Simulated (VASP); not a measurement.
```
Eu
1.0
   -2.33580     2.33580     2.33580
    2.33580    -2.33580     2.33580
    2.33580     2.33580    -2.33580
Eu
1
Direct
  0.00000   0.00000   0.00000
```

Computed with PBE GGA, VASP's PBE PAW potentials (set 64) (plane waves; VASP 6.6.1). Settings: 250 eV cut-off, 10×10×10 Γ-centred mesh, first-order Methfessel-Paxton smearing of 0.10 eV, potentials Eu_2.

The 4f electrons are frozen in the core of the lanthanide potential, so 4f levels, which can set the real gap, and their magnetism are missing. At this cut-off the stress carries a Pulay error, which pulls relaxed volumes low.

Give the stress tensor in GPa (positive for a compressed cell).

```
-1.49   0.00   0.00
 0.00  -1.49   0.00
 0.00   0.00  -1.49
```
The pressure is its mean diagonal, -1.49 GPa.

The compound is Eu in the bcc structure. The cell was not relaxed at this level. The run is one of a series of settings (ENCUT = 250 against the base run), some of them coarse on purpose.
